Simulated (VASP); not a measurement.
Here is the system:

```xyz
4
Lattice="3.4814 0.0000 0.0000 -1.7407 3.0150 0.0000 0.0000 0.0000 5.7722" Properties=species:S:1:pos:R:3 pbc="T T T"
B      0.0000     2.0100     0.0094
B      1.7407     1.0050     2.8955
Bi     0.0000     2.0100     2.1552
Bi     1.7407     1.0050     5.0413
```

Level of theory: PBEsol GGA, VASP's PBE PAW potentials (set 64) (plane waves; VASP 6.6.1). Settings: 620 eV cut-off, 7×7×4 Γ-centred mesh, Gaussian smearing of 0.050 eV, potentials B Bi_d.

Question: Predict the energy per atom (σ→0), pressure.

Answer: 
```
Property                        Value
---------------------  --------------
energy per atom (σ→0)  -4.324 eV/atom
pressure                    44.95 GPa
```

Total energies compare only between runs with the same potentials, cut-off and functional.

The structure was generated: BBi was put into the wurtzite type (P6_3mc), which need not be its known phase. It was relaxed first under an external pressure of 45 GPa.
